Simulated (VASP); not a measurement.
An input for Ansatz (written as the equivalent of a VASP run, and not itself run):

Ansatz 0.2 input:
```yaml
crystal:
  lattice:
    - [4.4045633, 0.0000000, 0.0000000]
    - [0.0000000, 4.4045633, 0.0000000]
    - [0.0000000, 0.0000000, 4.4045633]
  atoms:
    - { symbol: Fe, position: [0.8627417, 0.6372583, 0.3627417] }
    - { symbol: Fe, position: [0.3627417, 0.8627417, 0.6372583] }
    - { symbol: Fe, position: [0.1372583, 0.1372583, 0.1372583] }
    - { symbol: Fe, position: [0.6372583, 0.3627417, 0.8627417] }
    - { symbol: Si, position: [0.1588932, 0.3411068, 0.6588932] }
    - { symbol: Si, position: [0.6588932, 0.1588932, 0.3411068] }
    - { symbol: Si, position: [0.8411068, 0.8411068, 0.8411068] }
    - { symbol: Si, position: [0.3411068, 0.6588932, 0.1588932] }
kpoints:
  mp_grid: { grid: [6, 6, 6] }
hamiltonian:
  xc: pbesol
  pseudopotentials: { kind: paw }
scf:
  occupations: { method: tetrahedron }
  max_iter: 100
output: { forces: true, stress: true, eigenvalues: true }
```

**Question.** Write the VASP files for the same calculation (PBEsol).

**Answer.** One answer among several that fit: 
**POSCAR**
```
FeSi
4.4045630
  1.0000000602   0.0000000000   0.0000000000
  0.0000000000   1.0000000602   0.0000000000
  0.0000000000   0.0000000000   1.0000000602
Fe Si
4 4
Cartesian
  0.8627417618   0.6372583285   0.3627417317
  0.3627417317   0.8627417618   0.6372583285
  0.1372582984   0.1372582984   0.1372582984
  0.6372583285   0.3627417317   0.8627417618
  0.1588931792   0.3411068509   0.6588932093
  0.6588932093   0.1588931792   0.3411068509
  0.8411068810   0.8411068810   0.8411068810
  0.3411068509   0.6588932093   0.1588931792
```

### KPOINTS
```
Automatic mesh
0
Gamma
6 6 6
0 0 0
```

**INCAR**
```
ALGO=Normal
EDIFF=1E-7
ENCUT=400
GGA=PS
ISIF=2
ISMEAR=-5
LASPH=.True.
LCHARG=.True.
LEFG=.True.
LMAXMIX=4
LORBIT=11
LREAL=.False.
LWAVE=.False.
NEDOS=601
NELM=100
PREC=Accurate
SYSTEM=FeSi
```

POTCAR, in this order: Fe Si (PBE.64 set). Program: vasp_std.

What does not carry over: each code has its own PAW files, so the cut-off isn't converted (ENCUT is set for VASP's; basis.ecutwfc is left out, and Ansatz then takes the one that its files recommend); Ansatz stops its SCF on the density residual and VASP on the energy change (EDIFF); the field gradients of LEFG aren't asked of the other code.

The compound is FeSi in the B20 structure. It was relaxed first, which changed the volume by -6 %.
